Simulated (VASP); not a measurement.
Level of theory: PBE GGA, VASP's PBE PAW potentials (set 64) (plane waves; VASP).

VASP ran on this input.

File POSCAR:
```
Lu
3.4466540
  0.5085009984  -0.8610614817   0.0000000000
  0.5085009984   0.8610614817   0.0000000000
  0.0000000000   0.0000000000   1.6376349352
Lu
2
Cartesian
  0.5085009984   0.2870210679   0.4094087338
  0.5278657334  -0.2870210679   1.2282262014
```

KPOINTS:
```
Automatic mesh
0
gamma
11 11 6
```

INCAR:
```
! general
SYSTEM  = Lu
PREC    = Low
ENCUT   = 400
LREAL   = .FALSE.
LASPH   = .TRUE.

! electronic loop
EDIFF   = 1E-6
NELM    = 100
ALGO    = Normal
LMAXMIX = 6

! smearing
ISMEAR  = 1
SIGMA   = 0.1

! functional
GGA     = PE

! ions
ISIF    = 2

! output
LWAVE   = .FALSE.
LCHARG  = .FALSE.
```

POTCAR, in this order: Lu_3 (PBE.64 set). Program: vasp_std.

Estimate the energy per atom (σ→0), largest force, band gap (on the k-mesh).

```
Property                                                    Result
------------------------  ----------------------------------------
energy per atom (σ→0)                               -4.443 eV/atom
band gap (on the k-mesh)  none (metal, semimetal or under 0.01 eV)
largest force                                           0.100 eV/Å
```

### OSZICAR
```
...
DAV:   5    -0.889264945199E+01   -0.36328E-02   -0.36065E-02 10692   0.197E+00    0.253E+01
DAV:   6    -0.887911320497E+01    0.13536E-01   -0.36047E-02 10632   0.428E+00    0.150E+01
DAV:   7    -0.888559499406E+01   -0.64818E-02   -0.66413E-02 10132   0.562E+00    0.392E-01
DAV:   8    -0.888546205549E+01    0.13294E-03   -0.46989E-03 10536   0.982E-01    0.100E-01
DAV:   9    -0.888547238816E+01   -0.10333E-04   -0.20014E-04 11046   0.223E-01    0.298E-02
DAV:  10    -0.888546813464E+01    0.42535E-05   -0.18194E-05 10962   0.684E-02    0.304E-02
DAV:  11    -0.888546856265E+01   -0.42801E-06   -0.61688E-07  6367   0.145E-02
   1 F= -.88854686E+01 E0= -.88858966E+01  d E =0.128398E-02
```

The compound is Lu in the hcp structure. The cell was not relaxed at this level, atoms are displaced from their ideal sites. The run is one of a series of settings (PREC = Low against the base run), some of them coarse on purpose.
